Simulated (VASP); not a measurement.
Here is the system:

```
Nb
1.0
   -1.67143     1.67143     1.67143
    1.67143    -1.67143     1.67143
    1.67143     1.67143    -1.67143
Nb
1
Direct
  0.00000   0.00000   0.00000
```

The numbers are results of PW91 GGA, VASP's PBE PAW potentials (set 64) (plane waves; VASP 6.6.1), not measurements. Run with 520 eV cut-off, 15×15×15 Γ-centred mesh, first-order Methfessel-Paxton smearing of 0.10 eV, potentials Nb_sv.

What does the run give for the energy per atom (σ→0), pressure, band gap (on the k-mesh) with the smallest direct gap where there is one?

```
Property                                                    Result
------------------------  ----------------------------------------
band gap (on the k-mesh)  none (metal, semimetal or under 0.01 eV)
energy per atom (σ→0)                              -10.171 eV/atom
pressure                                                 -4.78 GPa
```

Total energies compare only between runs with the same potentials, cut-off and functional.

The compound is Nb in the bcc structure. This cell is one point of a volume scan, at 1.03 of the reference volume.
